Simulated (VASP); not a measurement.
Data:

```
HfB2
1.0
    1.56601    -2.71241     0.00000
    1.56601     2.71241     0.00000
    0.00000     0.00000     3.48212
Hf B
1 2
Direct
  0.00000   0.00000   0.00000
  0.33333   0.66667   0.51436
  0.66667   0.33333   0.50000
```

Computed with r2SCAN meta-GGA, VASP's PBE PAW potentials (set 64) (plane waves; VASP 6.6.1). Numerical set-up: 600 eV cut-off, 10×10×8 Γ-centred mesh, first-order Methfessel-Paxton smearing of 0.10 eV, potentials Hf_pv B.

### Question
Which forces act on the atoms, in eV/Å?

### Answer

```csv
atom,Fx,Fy,Fz
Hf1,0.000,0.000,0.386
B2,0.000,0.000,-0.481
B3,0.000,0.000,0.095
```

### Question
Give the stress tensor in GPa (positive for a compressed cell).

### Answer

```
0.13  0.00  0.00
0.00  0.13  0.00
0.00  0.00  0.08
```
The pressure is its mean diagonal, 0.12 GPa.

The compound is HfB2 in the AlB2 type structure. This cell was strained or had an atom moved on purpose.
